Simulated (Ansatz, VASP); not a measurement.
# CdSe: VASP beside Ansatz, part 2 of 2

Aim: how closely do two programs agree when they are given the same cell, functional and k mesh?  Valence electrons are named where the data sets of a main pair hold unlike numbers.

VASP 6.6.1 and Ansatz 0.2.0.

So far: Set-up; Ansatz: band structure, HSE06; VASP: band structure, HSE06.

### 3. VASP: band structure, HSE06 (continued)

Level of this step: HSE06; plane waves and PAW (Cd, Se) (VASP).

Numbers of over 12 decimals in the logs are rounded to 6 here.

From OUTCAR (step 3):

```text
ion  position               nearest neighbor table
   1  0.000  0.000  0.000-   2 2.66   2 2.66   2 2.66   2 2.66
   2  0.750  0.750  0.750-   1 2.66   1 2.66   1 2.66   1 2.66

  LATTYP: Found a face centered cubic cell.
 ALAT       =     6.1405423972

 Subroutine GETGRP returns: Found 24 space group operations
 (whereof 24 operations were pure point group operations)

The static configuration has the point symmetry T_d .

 Found      8 irreducible k-points:

   k-points           NKPTS =      8   k-points in BZ     NKDIM =     64   number of bands    NBANDS=     15

   dimension x,y,z NGX =    28 NGY =   28 NGZ =   28
   dimension x,y,z NGXF=    56 NGYF=   56 NGZF=   56

   ENCUT  =  400.0 eV  29.40 Ry    5.42 a.u.   7.08  7.08  7.08*2*pi/ulx,y,z

   NELECT =      18.0000    total number of electrons

 k-points in reciprocal lattice and weights: Automatic mesh
   0.00000000  0.00000000  0.00000000       0.016
   0.25000000  0.00000000  0.00000000       0.125
   0.50000000  0.00000000  0.00000000       0.062
   0.25000000  0.25000000  0.00000000       0.094
   0.50000000  0.25000000  0.00000000       0.375
  -0.25000000  0.25000000  0.00000000       0.188
   0.50000000  0.50000000  0.00000000       0.047
  -0.25000000  0.50000000  0.25000000       0.094

  exchange ACFDT corr.  =         0.00000000  see jH, gK, PRB 81, 115126

 average (electrostatic) potential at core
       1 -33.7119       2 -52.8377

 E-fermi :   0.2675

 k-point     1 :       0.0000    0.0000    0.0000
  band No.  band energies     occupation
    ...
      5      -8.5944      2.00000
      6      -8.5944      2.00000
      7       0.1263      2.00000
      8       0.1263      2.00000
      9       0.1263      2.00000
     10       1.6383      0.00000
     11       7.1192      0.00000
     12       7.1192      0.00000
     13       7.1192      0.00000
     14      11.0279      0.00000
    ...

 k-point     2 :       0.2500    0.0000    0.0000
  band No.  band energies     occupation
    ...
      5      -8.5930      2.00000
      6      -8.5930      2.00000
      7      -2.5699      2.00000
      8      -0.2776      2.00000
      9      -0.2776      2.00000
     10       3.3576      0.00000
     11       7.1017      0.00000
     12       7.6474      0.00000
     13       7.6474      0.00000
     14      11.2614      0.00000
    ...

 k-point     3 :       0.5000    0.0000    0.0000
  band No.  band energies     occupation
    ...
      5      -8.5758      2.00000
      6      -8.2815      2.00000
      7      -4.3725      2.00000
      8      -0.6303      2.00000
      9      -0.6303      2.00000
     10       3.4885      0.00000
     11       7.6033      0.00000
     12       7.6033      0.00000
     13       8.5670      0.00000
     14      11.2564      0.00000
    ...

  energy-cutoff  :      400.00
  volume of cell :       57.88
      direct lattice vectors                 reciprocal lattice vectors
     0.000000000  3.070271199  3.070271199    -0.162852063  0.162852063  0.162852063
     3.070271199  0.000000000  3.070271199     0.162852063 -0.162852063  0.162852063
     3.070271199  3.070271199  0.000000000     0.162852063  0.162852063 -0.162852063

 POSITION                                       TOTAL-FORCE (eV/Angst)
 -----------------------------------------------------------------------------------
      0.00000      0.00000      0.00000         0.000000      0.000000      0.000000
      4.60541      4.60541      4.60541        -0.000000     -0.000000     -0.000000
 -----------------------------------------------------------------------------------
    total drift:                               -0.000059     -0.000077     -0.000045

  FREE ENERGIE OF THE ION-ELECTRON SYSTEM (eV)
  ---------------------------------------------------
  free  energy   TOTEN  =        -6.8289295628 eV

  energy  without entropy=       -6.8289295628  energy(sigma->0) =       -6.82892956

 total charge
# of ion       s       p       d       tot
------------------------------------------
    1        0.407   0.296   9.594  10.297
    2        1.447   2.454   0.018   3.919
--------------------------------------------------
tot          1.853   2.750   9.613  14.216

[... 3 further parts left out ...]
```

The k-mesh is coarse for exact exchange; levels may shift by about 0.1 eV on a finer one. Spin-orbit coupling is off here; it would split degenerate levels, and it lifts a valence top of Se p states by about 0.1 eV.

### 4. Differences

Known differences besides the potentials themselves: exact exchange at q = 0 is treated differently, which shows on coarse meshes; VASP keeps PBE cores, Ansatz makes them for the functional; the data sets hold 36 valence electrons in Ansatz (on its default PAW (the set named soft_2) files) and 18 in VASP; the cutoff is 420 eV in Ansatz and 400 eV in VASP; VASP takes a coarser grid for exact exchange (PRECFOCK = Fast). Total energies have different zeros and are not compared.

Both answers:

| quantity | Ansatz | VASP | difference |
| --- | --- | --- | --- |
| gap over the path points (eV) | 1.510 | 1.512 | -0.001 |

Levels at points of the path, from each program's valence-band top (eV; 4 filled, then empty):

| k (reciprocal lattice) | Ansatz | VASP |
| --- | --- | --- |
| 0.000 0.000 0.000 | -8.77 0.00 0.00 0.00 1.51 6.99 6.99 | -8.72 0.00 0.00 0.00 1.51 6.99 6.99 |
| 0.500 0.000 0.500 | -8.36 -4.21 -1.88 -1.88 4.01 4.73 10.18 | -8.32 -4.21 -1.88 -1.88 4.02 4.74 10.21 |
| 0.500 0.200 0.700 | -8.26 -4.08 -2.26 -2.18 5.69 5.93 8.04 | -8.22 -4.08 -2.26 -2.18 5.70 5.94 8.05 |
| 0.400 0.350 0.750 | -8.29 -4.11 -2.56 -1.59 4.75 6.17 9.04 | -8.25 -4.10 -2.55 -1.59 4.75 6.18 9.05 |
| 0.150 0.150 0.300 | -8.75 -2.41 -0.97 -0.27 3.62 6.50 7.51 | -8.71 -2.41 -0.96 -0.27 3.62 6.51 7.51 |
| 0.200 0.200 0.200 | -8.77 -2.08 -0.29 -0.29 3.00 6.75 7.41 | -8.72 -2.08 -0.29 -0.29 3.00 6.77 7.42 |
| 0.550 0.400 0.550 | -8.40 -4.36 -1.54 -0.97 4.22 6.71 8.00 | -8.36 -4.36 -1.53 -0.97 4.23 6.73 8.01 |
| 0.600 0.250 0.650 | -8.29 -4.11 -2.56 -1.59 4.75 6.17 9.04 | -8.25 -4.10 -2.55 -1.59 4.75 6.18 9.05 |
| 0.500 0.250 0.750 | -8.25 -4.07 -2.30 -2.21 6.11 6.12 7.53 | -8.21 -4.06 -2.30 -2.21 6.11 6.13 7.54 |
| 0.500 0.500 0.500 | -8.45 -4.50 -0.76 -0.76 3.36 7.47 7.47 | -8.41 -4.50 -0.76 -0.76 3.36 7.48 7.48 |

Among the levels compared at these points, filled levels agree within 46 meV and empty ones within 32 meV.

### 5. What came out

| Item | Value |
| --- | --- |
| largest difference of a filled level at the path points (band structure, HSE06) | 46 meV |

The largest difference of a filled level at the path points is 46 meV (band structure, HSE06), within the 80 meV picked in this series as the mark of a large difference. The data sets hold unlike numbers of valence electrons (36 in Ansatz and 18 in VASP), so part of the differences comes from the potentials. How closely two codes agree says nothing of how well the functional describes the real material.

[Lines on the potential files, build, host, timing and source positions are cut from VASP's logs without a mark.]

[Logs are printed without paths, hosts, clocks, repeated set-up lines and the standing remarks that a program may print on its own settings, such as how far it seeks lower states.]

[Hosts, paths, dates, database ids (printed as entryN), source tags and the programs' standing remarks are cut or masked in the printed files.]
